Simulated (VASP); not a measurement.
## PtSe2: G0W0 gap of a sheet against vacuum

How does the G0W0 gap of a single sheet of PtSe2 depend on the vacuum between its repeats?

Method: PBE; plane waves and PAW (Pt, Se), in the first sound run; inputs show where later runs differ, in VASP 6.6.1.

## (1) The structure

The cell holds 3 atoms: 1 Pt and 2 Se. Cell: a = 3.853 Å, b = 3.853 Å, c = 11.000 Å, α = 90.0°, β = 90.0°, γ = 120.0°. Vacuum lies along c.

Structure file:

```xyz
3
Lattice="3.8527 0.0000 0.0000 -1.9264 3.3366 0.0000 0.0000 0.0000 11.0000" Properties=species:S:1:pos:R:3
Pt    0.0000    0.0000    5.5000
Se    0.0000    2.2244    7.0655
Se    1.9264    1.1122    3.9345
```

## (2) Relaxation

The atoms are relaxed first inside the given cell, which is kept (ISIF = 2), since band edges depend on the positions.

INCAR reads:

```
SYSTEM = PtSe2
PREC = Accurate
ENCUT = 400
EDIFF = 1E-06
NELM = 100
ISMEAR = 0
SIGMA = 0.05
LREAL = .FALSE.
ALGO = Normal
GGA = PE
NBANDS = 17
LASPH = .TRUE.
LWAVE = .FALSE.
LCHARG = .FALSE.
KPAR = 4
IBRION = 2
NSW = 60
ISIF = 2
EDIFFG = -0.01
```

POSCAR reads:

```
PtSe2
1.0
    3.8527425800      0.0000000000      0.0000000000
   -1.9263712900      3.3365729485      0.0000000000
    0.0000000000      0.0000000000     11.0000000000
Pt Se
1 2
Direct
    0.0000000000      0.0000000000      0.5000000000
    0.3333333333      0.6666666667      0.6423196203
    0.6666666667      0.3333333333      0.3576803797
```

KPOINTS reads:

```
Automatic mesh
0
Gamma
6 6 1
0 0 0
```

Potentials, in the order of the species: Pt and Se (PBE family, release 64).

Started as:

```console
> mpirun -np 8 vasp_std
```

Log:

```text
[banner, memory and clock lines left out]
running    8 mpi-ranks, on    1 nodes
 distrk:  each k-point on    2 cores,    4 groups
 distr:  one band on    1 cores,    2 groups

 POSCAR found type information on POSCAR PtSe
 POSCAR found :  2 types and       3 ions
|                                                                             |
|           W    W    AA    RRRRR   N    N  II  N    N   GGGG   !!!           |
|           W    W   A  A   R    R  NN   N  II  NN   N  G    G  !!!           |
|           W    W  A    A  R    R  N N  N  II  N N  N  G       !!!           |
|           W WW W  AAAAAA  RRRRR   N  N N  II  N  N N  G  GGG   !            |
|           WW  WW  A    A  R   R   N   NN  II  N   NN  G    G                |
|           W    W  A    A  R    R  N    N  II  N    N   GGGG   !!!           |
|                                                                             |
|     For optimal performance we recommend to set                             |
|       NCORE = 2 up to number-of-cores-per-socket                            |
|     NCORE specifies how many cores store one orbital (NPAR=cpu/NCORE).      |
|     This setting can greatly improve the performance of VASP for DFT.       |
|     The default, NCORE=1 might be grossly inefficient on modern             |
|     multi-core architectures or massively parallel machines. Do your        |
|     Unfortunately you need to use the default for GW and RPA                |
|     calculations (for HF NCORE is supported but not extensively tested      |
|     yet).                                                                   |
|                                                                             |

 LDA part: xc-table for (Slater+PW92), standard interpolation
|                                                                             |
|           W    W    AA    RRRRR   N    N  II  N    N   GGGG   !!!           |
|           W    W   A  A   R    R  NN   N  II  NN   N  G    G  !!!           |
|           W    W  A    A  R    R  N N  N  II  N N  N  G       !!!           |
|           W WW W  AAAAAA  RRRRR   N  N N  II  N  N N  G  GGG   !            |
|           WW  WW  A    A  R   R   N   NN  II  N   NN  G    G                |
|           W    W  A    A  R    R  N    N  II  N    N   GGGG   !!!           |
|                                                                             |
|     The number of bands has been changed from the values supplied in        |
|     The orbitals not found in the WAVECAR file will be initialized with     |
|     random numbers, which is usually adequate. For correlated               |
|     calculations, however, you should redo the groundstate calculation.     |
|     I found NBANDS = 17. Now, NBANDS = 18.                                  |
|                                                                             |

 POSCAR, INCAR and KPOINTS ok, starting setup
 FFT: planning ... GRIDC
 FFT: planning ... GRID_SOFT
 FFT: planning ... GRID
 WAVECAR not read
 entering main loop
       N       E                     dE             d eps       ncg     rms          rms(c)
DAV:   1     0.110395487806E+03    0.11040E+03   -0.74952E+03   252   0.793E+02
DAV:   2    -0.658680257057E+01   -0.11698E+03   -0.11231E+03   334   0.165E+02
DAV:   3    -0.140854061344E+02   -0.74986E+01   -0.74204E+01   292   0.467E+01
DAV:   4    -0.142076197449E+02   -0.12221E+00   -0.12206E+00   334   0.642E+00
DAV:   5    -0.142092046492E+02   -0.15849E-02   -0.15848E-02   298   0.724E-01    0.852E+00
DAV:   6    -0.138266496423E+02    0.38256E+00   -0.45247E+00   266   0.190E+01    0.616E+00
DAV:   7    -0.133879325822E+02    0.43872E+00   -0.10998E+00   262   0.981E+00    0.246E+00
DAV:   8    -0.133818858728E+02    0.60467E-02   -0.12656E-01   298   0.191E+00    0.810E-01
DAV:   9    -0.133750682431E+02    0.68176E-02   -0.17949E-02   280   0.125E+00    0.278E-01
DAV:  10    -0.133743618057E+02    0.70644E-03   -0.48350E-03   276   0.340E-01    0.728E-02
DAV:  11    -0.133743535107E+02    0.82950E-05   -0.13704E-04   268   0.947E-02    0.398E-02
DAV:  12    -0.133743286463E+02    0.24864E-04   -0.20553E-04   268   0.777E-02    0.175E-02
DAV:  13    -0.133743794438E+02   -0.50797E-04   -0.34365E-05   260   0.372E-02    0.193E-02
DAV:  14    -0.133744061185E+02   -0.26675E-04   -0.22650E-05   252   0.293E-02    0.387E-03
DAV:  15    -0.133744088702E+02   -0.27517E-05   -0.24660E-06   250   0.815E-03    0.249E-03
DAV:  16    -0.133744094660E+02   -0.59579E-06   -0.49459E-07   228   0.444E-03
   1 F= -.13374409E+02 E0= -.13374409E+02  d E =-.133744E+02
 curvature:   0.00 expect dE= 0.000E+00 dE for cont linesearch  0.000E+00
 trial: gam= 0.00000 g(F)=  0.589E+00 g(S)=  0.000E+00 ort = 0.000E+00 (trialstep = 0.100E+01)
 search vector abs. value=  0.589E+00
 bond charge predicted
       N       E                     dE             d eps       ncg     rms          rms(c)
DAV:   1    -0.138115788647E+02   -0.43717E+00   -0.21735E+01   252   0.231E+01    0.207E+00
DAV:   2    -0.138815246007E+02   -0.69946E-01   -0.82479E-01   276   0.450E+00    0.678E-01
DAV:   3    -0.138811283790E+02    0.39622E-03   -0.10523E-02   304   0.800E-01    0.433E-01
DAV:   4    -0.138810346051E+02    0.93774E-04   -0.19066E-03   274   0.424E-01    0.232E-01
DAV:   5    -0.138808012039E+02    0.23340E-03   -0.93610E-04   288   0.270E-01    0.379E-02
DAV:   6    -0.138807791958E+02    0.22008E-04   -0.98800E-05   276   0.596E-02    0.224E-02
DAV:   7    -0.138808054341E+02   -0.26238E-04   -0.23420E-05   274   0.293E-02    0.779E-03
DAV:   8    -0.138808843148E+02   -0.78881E-04   -0.13876E-05   276   0.163E-02    0.686E-03
DAV:   9    -0.138809922085E+02   -0.10789E-03   -0.24597E-05   286   0.140E-02    0.435E-03
DAV:  10    -0.138810225786E+02   -0.30370E-04   -0.83654E-06   296   0.883E-03    0.197E-03
DAV:  11    -0.138810229657E+02   -0.38707E-06   -0.94612E-08   222   0.179E-03
   2 F= -.13881023E+02 E0= -.13881023E+02  d E =-.506613E+00
 trial-energy change:   -0.506613  1 .order   -0.501753   -0.589478   -0.414028
 step:   2.6401(harm=  3.3598)  dis= 0.31481  next Energy=   -14.241987 (dE=-0.868E+00)
 bond charge predicted
       N       E                     dE             d eps       ncg     rms          rms(c)
DAV:   1    -0.140336027921E+02   -0.15258E+00   -0.58371E+01   252   0.380E+01    0.426E+00
DAV:   2    -0.142449503400E+02   -0.21135E+00   -0.25077E+00   300   0.772E+00    0.139E+00
DAV:   3    -0.142437221539E+02    0.12282E-02   -0.28874E-02   280   0.112E+00    0.873E-01
DAV:   4    -0.142431085636E+02    0.61359E-03   -0.52850E-03   274   0.522E-01    0.216E-01
DAV:   5    -0.142428594173E+02    0.24915E-03   -0.16484E-03   294   0.368E-01    0.723E-02
DAV:   6    -0.142427845463E+02    0.74871E-04   -0.21887E-04   310   0.915E-02    0.403E-02
DAV:   7    -0.142428249865E+02   -0.40440E-04   -0.70276E-05   262   0.479E-02    0.125E-02
DAV:   8    -0.142429325446E+02   -0.10756E-03   -0.27728E-05   274   0.277E-02    0.128E-02
DAV:   9    -0.142430962375E+02   -0.16369E-03   -0.37417E-05   276   0.226E-02    0.511E-03
DAV:  10    -0.142432111731E+02   -0.11494E-03   -0.30686E-05   284   0.149E-02    0.373E-03
DAV:  11    -0.142432242620E+02   -0.13089E-04   -0.19851E-06   274   0.480E-03    0.736E-04
DAV:  12    -0.142432264331E+02   -0.21711E-05   -0.37305E-07   236   0.233E-03    0.420E-04
DAV:  13    -0.142432266178E+02   -0.18471E-06   -0.39043E-08   264   0.833E-04
   3 F= -.14243227E+02 E0= -.14243227E+02  d E =-.868817E+00
 curvature:  -1.52 expect dE=-0.146E-04 dE for cont linesearch -0.146E-04
 trial: gam=-0.00401 g(F)=  0.956E-05 g(S)=  0.000E+00 ort = 0.237E-02 (trialstep = 0.133E+01)
 search vector abs. value=  0.255E-09
 reached required accuracy - stopping structural energy minimisation
```

Elapsed: 7.6 s, on 8 MPI ranks of Intel Xeon 6975P-C (Granite Rapids), shared host; peak memory 1.4 GiB.

The logs omit lines about the potential files and the build; timing stands in the text.

OUTCAR, selected parts (step 2):

```text
ion  position               nearest neighbor table
   1  0.000  0.000  0.500-   2 2.72   3 2.72   2 2.72   3 2.72   3 2.72   2 2.72
   2  0.333  0.667  0.642-   1 2.72   1 2.72   1 2.72
   3  0.667  0.333  0.358-   1 2.72   1 2.72   1 2.72

  LATTYP: Found a hexagonal cell.
 ALAT       =     3.8527425800
 C/A-ratio  =     2.8551089961

 Subroutine GETGRP returns: Found 12 space group operations
 (whereof 12 operations were pure point group operations)

The static configuration has the point symmetry D_3d.

 Found      7 irreducible k-points:

   k-points           NKPTS =      7   k-points in BZ     NKDIM =      7   number of bands    NBANDS=     18

   dimension x,y,z NGX =    28 NGY =   28 NGZ =   72
   dimension x,y,z NGXF=    56 NGYF=   56 NGZF=  144

   ENCUT  =  400.0 eV  29.40 Ry    5.42 a.u.   6.28  6.28 17.94*2*pi/ulx,y,z

   NELECT =      22.0000    total number of electrons

 k-points in reciprocal lattice and weights: Automatic mesh
   0.00000000  0.00000000  0.00000000       0.028
   0.16666667  0.00000000  0.00000000       0.167
   0.33333333 -0.00000000  0.00000000       0.167
   0.50000000  0.00000000  0.00000000       0.083
   0.16666667  0.16666667  0.00000000       0.167
   0.33333333  0.16666667  0.00000000       0.333
   0.33333333  0.33333333  0.00000000       0.056

 average (electrostatic) potential at core
       1 -74.9930       2 -59.0401       3 -59.0401

 E-fermi :  -0.6683

 k-point     1 :       0.0000    0.0000    0.0000
  band No.  band energies     occupation
    ...
      7      -3.6617      2.00000
      8      -2.0171      2.00000
      9      -1.3959      2.00000
     10      -1.1424      2.00000
     11      -1.1424      2.00000
     12       1.8141      0.00000
     13       1.8141      0.00000
     14       3.2609      0.00000
     15       4.4164      0.00000
     16       5.0769      0.00000
    ...

 k-point     2 :       0.1667    0.0000    0.0000
  band No.  band energies     occupation
    ...
      7      -3.8373      2.00000
      8      -2.8077      2.00000
      9      -1.2394      2.00000
     10      -1.2086      2.00000
     11      -0.9862      2.00000
     12       0.6137      0.00000
     13       1.5421      0.00000
     14       4.0654      0.00000
     15       4.9335      0.00000
     16       5.5674      0.00000
    ...

 k-point     3 :       0.3333   -0.0000    0.0000
  band No.  band energies     occupation
    ...
      7      -3.8586      2.00000
      8      -3.1298      2.00000
      9      -2.2642      2.00000
     10      -2.0056      2.00000
     11      -1.3549      2.00000
     12       0.6476      0.00000
     13       1.5335      0.00000
     14       3.9433      0.00000
     15       5.2837      0.00000
     16       6.0123      0.00000
    ...

  Total       -1.8912139     -1.8912139     -0.0435444      0.0000000      0.0000000      0.0000000
  in kB      -21.4283109    -21.4283109     -0.4933776      0.0000000      0.0000000      0.0000000
  external PRESSURE =     -14.4499998 kB  Pullay stress =       0.0000000 kB

  energy-cutoff  :      400.00
  volume of cell :      141.40
      direct lattice vectors                 reciprocal lattice vectors
     3.852742580  0.000000000  0.000000000     0.259555363  0.149854359  0.000000000
    -1.926371290  3.336572949  0.000000000     0.000000000  0.299708718  0.000000000
     0.000000000  0.000000000 11.000000000     0.000000000  0.000000000  0.090909091

 POSITION                                       TOTAL-FORCE (eV/Angst)
 -----------------------------------------------------------------------------------
      0.00000      0.00000      5.50000        -0.000000      0.000000      0.000000
     -0.00000      2.22438      6.75070        -0.000000      0.000000     -0.009952
      1.92637      1.11219      4.24930         0.000000     -0.000000      0.009952
 -----------------------------------------------------------------------------------
    total drift:                                0.000000     -0.000000      0.000000

  FREE ENERGIE OF THE ION-ELECTRON SYSTEM (eV)
  ---------------------------------------------------
  free  energy   TOTEN  =       -14.2432266178 eV

  energy  without entropy=      -14.2432266178  energy(sigma->0) =      -14.24322662

 reached required accuracy - stopping structural energy minimisation

[... 3 further parts left out ...]
```

The run keeps the 12 symmetry operations of its start, so it cannot find a distortion of lower symmetry.

The steps of the relaxation:

| step | energy less that of the first step (eV) | largest force (eV/Å) |
| --- | --- | --- |
| 1 | 0.0000 | 2.4717 |
| 2 | -0.5066 | 1.7361 |
| 3 | -0.8688 | 0.0100 |

The atoms that moved most (Å):

```
atom     dx     dy      dz  length
 Se2  0.000  0.000  -0.315   0.315
 Se3  0.000  0.000   0.315   0.315
```

The relaxed structure:

```cif
data_structure
_symmetry_space_group_name_H-M 'P 1'
_symmetry_Int_Tables_number 1
_cell_length_a 3.8527
_cell_length_b 3.8527
_cell_length_c 11.0000
_cell_angle_alpha 90.000
_cell_angle_beta 90.000
_cell_angle_gamma 120.000
_cell_volume 141.40
loop_
_atom_site_label
_atom_site_type_symbol
_atom_site_fract_x
_atom_site_fract_y
_atom_site_fract_z
_atom_site_occupancy
Pt1 Pt 0.00000 0.00000 0.50000 1
Se2 Se 0.33333 0.66667 0.61370 1
Se3 Se 0.66667 0.33333 0.38630 1
```

This step gave:

```
free energy (TOTEN) : -14.24 eV
Fermi energy        : -0.6683 eV
```

At PBE, with these data sets, the largest force is down to 0.0100 eV/Å. The lattice constant was typed and isn't relaxed: the sheet is stretched, by 2.4 N/m.

[end of part 1 of 5]

[Lines on the potential files, build, host, timing and source positions are cut from VASP's logs without a mark.]

[Logs are printed without paths, hosts, clocks, repeated set-up lines and the standing remarks that a program may print on its own settings, such as how far it seeks lower states.]

[Hosts, paths, dates, database ids (printed as entryN), source tags and the programs' standing remarks are cut or masked in the printed files.]

[Pressures printed for these runs are not shown converged in the cutoff: they can be off by several GPa and have the wrong sign.]
